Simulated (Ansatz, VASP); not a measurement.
# WSe2 in two plane-wave programs, part 3 of 3

Wanted: the spread between two codes on one cell, functional and k mesh. The cell is taken from a series of VASP runs on this material, whose earlier steps may have relaxed, scaled or displaced it; both programs get it as it stands.

VASP 6.6.1 and Ansatz 0.2.0.

So far: The starting structure; Ansatz: zone-centre phonons, PBEsol; VASP: zone-centre phonons, PBEsol.

### 3. VASP: zone-centre phonons, PBEsol (continued)

Level of this step: PBEsol, no spin polarisation; plane waves and PAW (W, Se) (VASP).

Numbers of over 12 decimals in the logs are rounded to 6 here.

OUTCAR, selected parts (step 3):

```text
ion  position               nearest neighbor table
   1  0.667  0.333  0.750-   4 2.52   6 2.52   4 2.52   6 2.52   4 2.52   6 2.52
   2  0.333  0.667  0.250-   3 2.52   5 2.52   3 2.52   5 2.52   3 2.52   5 2.52
   3  0.667  0.333  0.377-   2 2.52   2 2.52   2 2.52
   4  0.333  0.667  0.877-   1 2.52   1 2.52   1 2.52
   5  0.667  0.333  0.123-   2 2.52   2 2.52   2 2.52
   6  0.333  0.667  0.623-   1 2.52   1 2.52   1 2.52

  LATTYP: Found a hexagonal cell.
 ALAT       =     3.2682889265
 C/A-ratio  =     4.0421580977

 Subroutine GETGRP returns: Found 24 space group operations
 (whereof 12 operations were pure point group operations)

The static configuration has the point symmetry D_3d.
 The point group associated with its full space group is D_6h.

 Found     20 irreducible k-points:

   k-points           NKPTS =     20   k-points in BZ     NKDIM =     20   number of bands    NBANDS=     24

   dimension x,y,z NGX =    24 NGY =   24 NGZ =   96
   dimension x,y,z NGXF=    48 NGYF=   48 NGZF=  192

   ENCUT  =  450.0 eV  33.07 Ry    5.75 a.u.   5.65  5.65 22.85*2*pi/ulx,y,z

   NELECT =      36.0000    total number of electrons

 k-points in reciprocal lattice and weights: Automatic mesh
   0.00000000  0.00000000  0.00000000       0.008
   0.12500000  0.00000000  0.00000000       0.047
   0.25000000  0.00000000  0.00000000       0.047
   0.37500000  0.00000000  0.00000000       0.047
   0.50000000  0.00000000  0.00000000       0.023
   0.12500000  0.12500000  0.00000000       0.047
   0.25000000  0.12500000  0.00000000       0.094
   0.37500000  0.12500000  0.00000000       0.094
   0.25000000  0.25000000  0.00000000       0.047
[...]
0.25000000  0.25000000  0.50000000       0.047
   0.37500000  0.25000000  0.50000000       0.047

 average (electrostatic) potential at core
       1 -40.5217       2 -40.5217       3 -53.2522       4 -53.2522       5 -53.2522
       6 -53.2522

  Total        0.0033148      0.0033148      0.0075990      0.0000000      0.0000000      0.0000000
  in kB        0.0434576      0.0434576      0.0996241      0.0000000      0.0000000      0.0000000
  external PRESSURE =       0.0621797 kB  Pullay stress =       0.0000000 kB

  energy-cutoff  :      450.00
  volume of cell :      122.21
      direct lattice vectors                 reciprocal lattice vectors
     3.268288926  0.000000000  0.000000000     0.305970501  0.176652151  0.000000000
    -1.634144463  2.830421237  0.000000000     0.000000000  0.353304302  0.000000000
     0.000000000  0.000000000 13.210940550     0.000000000  0.000000000  0.075694838

 POSITION                                       TOTAL-FORCE (eV/Angst)
 -----------------------------------------------------------------------------------
      1.63414      0.94347      9.90821         0.000000     -0.000000      0.000000
     -0.00000      1.88695      3.30274         0.000000     -0.000000      0.000000
[...]
2     0.00000     0.68197    -0.00000
    3     0.00000     0.00000     0.37804

 Eigenvectors and eigenvalues of the dynamical matrix
 ----------------------------------------------------

   1 f  =    9.236759 THz    58.036267 2PiTHz  308.105108 cm-1    38.200148 meV
             X         Y         Z           dx          dy          dz
      1.634144  0.943474  9.908205    -0.000000   -0.000000   -0.478874
     -0.000000  1.886947  3.302735     0.000000   -0.000000    0.478874
      1.634144  0.943474  4.977223    -0.000000    0.000000   -0.367886
     -0.000000  1.886947 11.582694     0.000000    0.000000    0.367886
      1.634144  0.943474  1.628247    -0.000000    0.000000   -0.367886
     -0.000000  1.886947  8.233717     0.000000    0.000000    0.367886

   2 f  =    9.185426 THz    57.713735 2PiTHz  306.392837 cm-1    37.987853 meV
             X         Y         Z           dx          dy          dz
      1.634144  0.943474  9.908205     0.000000    0.000000    0.480647
     -0.000000  1.886947  3.302735     0.000000   -0.000000    0.480647
      1.634144  0.943474  4.977223    -0.000000    0.000000   -0.366728
     -0.000000  1.886947 11.582694    -0.000000   -0.000000   -0.366728
      1.634144  0.943474  1.628247    -0.000000    0.000000   -0.366728
     -0.000000  1.886947  8.233717    -0.000000   -0.000000   -0.366728

   3 f  =    7.512135 THz    47.200134 2PiTHz  250.577842 cm-1    31.067679 meV
             X         Y         Z           dx          dy          dz
      1.634144  0.943474  9.908205    -0.000000   -0.000000    0.000000
     -0.000000  1.886947  3.302735    -0.000000   -0.000000    0.000000
      1.634144  0.943474  4.977223     0.000000    0.000000    0.500000
     -0.000000  1.886947 11.582694     0.000000    0.000000    0.500000
      1.634144  0.943474  1.628247     0.000000    0.000000   -0.500000
     -0.000000  1.886947  8.233717     0.000000    0.000000   -0.500000

   4 f  =    7.493139 THz    47.080782 2PiTHz  249.944222 cm-1    30.989120 meV
             X         Y         Z           dx          dy          dz
      1.634144  0.943474  9.908205     0.000000    0.000000   -0.000000
     -0.000000  1.886947  3.302735    -0.000000   -0.000000    0.000000
      1.634144  0.943474  4.977223     0.000000    0.000000    0.500000
     -0.000000  1.886947 11.582694    -0.000000   -0.000000   -0.500000
      1.634144  0.943474  1.628247     0.000000    0.000000   -0.500000
     -0.000000  1.886947  8.233717    -0.000000   -0.000000    0.500000

   5 f  =    7.400107 THz    46.496242 2PiTHz  246.840993 cm-1    30.604369 meV
             X         Y         Z           dx          dy          dz
      1.634144  0.943474  9.908205    -0.198917   -0.437569   -0.000000
     -0.000000  1.886947  3.302735    -0.198917   -0.437569    0.000000
      1.634144  0.943474  4.977223     0.151763    0.333842   -0.000000
     -0.000000  1.886947 11.582694     0.151763    0.333842   -0.000000
      1.634144  0.943474  1.628247     0.151763    0.333842    0.000000
     -0.000000  1.886947  8.233717     0.151763    0.333842    0.000000

   6 f  =    7.400107 THz    46.496242 2PiTHz  246.840993 cm-1    30.604369 meV
             X         Y         Z           dx          dy          dz
      1.634144  0.943474  9.908205    -0.437569    0.198917    0.000000
     -0.000000  1.886947  3.302735    -0.437569    0.198917    0.000000
      1.634144  0.943474  4.977223     0.333842   -0.151763   -0.000000
     -0.000000  1.886947 11.582694     0.333842   -0.151763    0.000000
      1.634144  0.943474  1.628247     0.333842   -0.151763    0.000000
     -0.000000  1.886947  8.233717     0.333842   -0.151763   -0.000000

   7 f  =    7.398526 THz    46.486313 2PiTHz  246.788279 cm-1    30.597833 meV
             X         Y         Z           dx          dy          dz
      1.634144  0.943474  9.908205     0.198699    0.437085    0.000000
     -0.000000  1.886947  3.302735    -0.198699   -0.437085    0.000000
      1.634144  0.943474  4.977223     0.151909    0.334158   -0.000000
     -0.000000  1.886947 11.582694    -0.151909   -0.334158    0.000000
      1.634144  0.943474  1.628247     0.151909    0.334158    0.000000
     -0.000000  1.886947  8.233717    -0.151909   -0.334158   -0.000000

   8 f  =    7.398526 THz    46.486313 2PiTHz  246.788279 cm-1    30.597833 meV
             X         Y         Z           dx          dy          dz
      1.634144  0.943474  9.908205     0.437085   -0.198699   -0.000000
     -0.000000  1.886947  3.302735    -0.437085    0.198699   -0.000000
      1.634144  0.943474  4.977223     0.334158   -0.151909   -0.000000
     -0.000000  1.886947 11.582694    -0.334158    0.151909   -0.000000
      1.634144  0.943474  1.628247     0.334158   -0.151909    0.000000
     -0.000000  1.886947  8.233717    -0.334158    0.151909    0.000000

   9 f  =    5.248124 THz    32.974936 2PiTHz  175.058576 cm-1    21.704487 meV
             X         Y         Z           dx          dy          dz
      1.634144  0.943474  9.908205    -0.000000   -0.000000   -0.000000
     -0.000000  1.886947  3.302735    -0.000000    0.000000    0.000000
      1.634144  0.943474  4.977223    -0.206919   -0.455175   -0.000000
     -0.000000  1.886947 11.582694    -0.206919   -0.455175   -0.000000
      1.634144  0.943474  1.628247     0.206919    0.455175    0.000000
     -0.000000  1.886947  8.233717     0.206919    0.455175   -0.000000

  10 f  =    5.248124 THz    32.974936 2PiTHz  175.058576 cm-1    21.704487 meV
             X         Y         Z           dx          dy          dz
      1.634144  0.943474  9.908205    -0.000000    0.000000    0.000000
     -0.000000  1.886947  3.302735    -0.000000    0.000000    0.000000
      1.634144  0.943474  4.977223    -0.455175    0.206919   -0.000000
     -0.000000  1.886947 11.582694    -0.455175    0.206919    0.000000
      1.634144  0.943474  1.628247     0.455175   -0.206919    0.000000
     -0.000000  1.886947  8.233717     0.455175   -0.206919    0.000000

  11 f  =    5.209487 THz    32.732171 2PiTHz  173.769774 cm-1    21.544696 meV
             X         Y         Z           dx          dy          dz
      1.634144  0.943474  9.908205     0.000000    0.000000    0.000000
     -0.000000  1.886947  3.302735    -0.000000   -0.000000    0.000000
      1.634144  0.943474  4.977223    -0.206920   -0.455175    0.000000
     -0.000000  1.886947 11.582694     0.206920    0.455175    0.000000
      1.634144  0.943474  1.628247     0.206920    0.455175    0.000000
     -0.000000  1.886947  8.233717    -0.206920   -0.455175    0.000000

  12 f  =    5.209487 THz    32.732171 2PiTHz  173.769774 cm-1    21.544696 meV
             X         Y         Z           dx          dy          dz
      1.634144  0.943474  9.908205     0.000000   -0.000000    0.000000
     -0.000000  1.886947  3.302735     0.000000    0.000000    0.000000
      1.634144  0.943474  4.977223     0.455175   -0.206920    0.000000
     -0.000000  1.886947 11.582694    -0.455175    0.206920    0.000000
      1.634144  0.943474  1.628247    -0.455175    0.206920   -0.000000
     -0.000000  1.886947  8.233717     0.455175   -0.206920    0.000000

  13 f  =    0.794554 THz     4.992330 2PiTHz   26.503469 cm-1     3.286010 meV
             X         Y         Z           dx          dy          dz
      1.634144  0.943474  9.908205    -0.000000   -0.000000   -0.520269
     -0.000000  1.886947  3.302735     0.000000    0.000000    0.520269
      1.634144  0.943474  4.977223     0.000000    0.000000    0.338615
     -0.000000  1.886947 11.582694    -0.000000   -0.000000   -0.338615
      1.634144  0.943474  1.628247     0.000000    0.000000    0.338615
     -0.000000  1.886947  8.233717    -0.000000   -0.000000   -0.338615
    [... 43 further lines ...]
      1.634144  0.943474  1.628247     0.000000    0.000000   -0.339869
     -0.000000  1.886947  8.233717     0.000000    0.000000   -0.339869

 MACROSCOPIC STATIC DIELECTRIC TENSOR IONIC CONTRIBUTION
 ------------------------------------------------------
           0.289426     0.000000    -0.000000
           0.000000     0.289426    -0.000000
          -0.000000    -0.000000     0.057727
 ------------------------------------------------------

 ELASTIC MODULI CONTR FROM IONIC RELAXATION (kBar)
 Direction    XX          YY          ZZ          XY          YZ          ZX
 --------------------------------------------------------------------------------
 XX        -465.2418   -282.6827   -969.7785     -0.0000     -0.0000     -0.0000
 YY        -282.6827   -465.2418   -969.7785     -0.0000     -0.0000      0.0000
 ZZ        -969.7785   -969.7785  -2514.8801     -0.0000     -0.0000      0.0000
 XY          -0.0000     -0.0000     -0.0000    -91.2795      0.0000      0.0000
 YZ          -0.0000     -0.0000     -0.0000      0.0000  -1227.3623     -0.0000
 ZX          -0.0000      0.0000      0.0000      0.0000     -0.0000  -1097.1293
 --------------------------------------------------------------------------------

 PIEZOELECTRIC TENSOR IONIC CONTR  for field in x, y, z        (C/m^2)
          XX          YY          ZZ          XY          YZ          ZX
  --------------------------------------------------------------------------------
  x    -0.00000     0.00000     0.00000     0.00000    -0.00000    -0.00000
  y     0.00000     0.00000     0.00000    -0.00000     0.00000    -0.00000
  z     0.00000    -0.00000    -0.00000     0.00000    -0.00000    -0.00000
```

This run has no spin polarisation, so a moment on W, if there is one, isn't seen. The dielectric response converges more slowly with the mesh than energies do, so tensor and charges may still move on a finer one. LASPH is off, so gradient terms of the non-spherical density inside the spheres are left out; for open d or f shells this can shift gaps and moments. The data set W keeps the semicore shell frozen, which is cheaper and a little less accurate.

### 4. Side by side

Known differences besides the potentials themselves: the data sets hold 92 valence electrons in Ansatz (default PAW (the set named soft_2) files) and 36 in VASP; the cutoff is 420 eV in Ansatz and 450 eV in VASP; Ansatz makes its cores anew for this functional, VASP keeps those of its PBE data sets; VASP leaves aspherical gradient terms in its spheres out (LASPH is not set), Ansatz keeps them. Total energies have different zeros and are not compared.

Compared:

| quantity | Ansatz | VASP | difference |
| --- | --- | --- | --- |
| ε∞ xx | 14.91 | 14.84 | +0.48 % |
| ε∞ yy | 14.91 | 14.84 | +0.48 % |
| ε∞ zz | 6.98 | 7.06 | -1.18 % |
| Born charge of W1 (mean of the diagonal) (e) | -1.14 | -1.16 | +0.02 |
| Born charge of Se3 (mean of the diagonal) (e) | 0.57 | 0.58 | -0.01 |
| optical mode 1 to 2 (cm⁻¹) | 19.5 | 19.4 | +0.1 |
| optical mode 3 (cm⁻¹) | 27.2 | 26.5 | +0.7 |
| optical mode 4 to 5 (cm⁻¹) | 172.9 | 173.8 | -0.49 % |
| optical mode 6 to 7 (cm⁻¹) | 174.0 | 175.1 | -0.63 % |
| optical mode 8 to 11 (cm⁻¹) | 245.8 | 246.8 | -0.39 % |
| optical mode 12 (cm⁻¹) | 247.1 | 249.9 | -1.14 % |
| optical mode 13 (cm⁻¹) | 248.1 | 250.6 | -0.97 % |
| optical mode 14 (cm⁻¹) | 305.5 | 306.4 | -0.28 % |
| optical mode 15 (cm⁻¹) | 307.0 | 308.1 | -0.37 % |

Modes are paired by rising frequency and degeneracy, not by their patterns, so a pair may still set unlike modes beside each other.

### 5. Results

* r.m.s. difference of the optical zone-centre modes, each program's sorted by frequency (zone-centre phonons, PBEsol): 1.3 cm⁻¹
* difference in ε∞ zz (zone-centre phonons, PBEsol): -1.2 %

What this shows: The r.m.s. difference of the optical zone-centre modes, each program's sorted by frequency is 1.3 cm⁻¹ (zone-centre phonons, PBEsol). Among the rows given in per cent, the largest difference of the zone-centre phonons, PBEsol pair is in ε∞ zz, -1.2 %; the dielectric tensor converges slowly with the mesh, which Ansatz refines and VASP takes as typed. How closely two codes agree says nothing of how well the functional describes the real material.

[Lines on the potential files, build, host, timing and source positions are cut from VASP's logs without a mark.]

[Logs are printed without paths, hosts, clocks, repeated set-up lines and the standing remarks that a program may print on its own settings, such as how far it seeks lower states.]

[Hosts, paths, dates, database ids (printed as entryN), source tags and the programs' standing remarks are cut or masked in the printed files.]
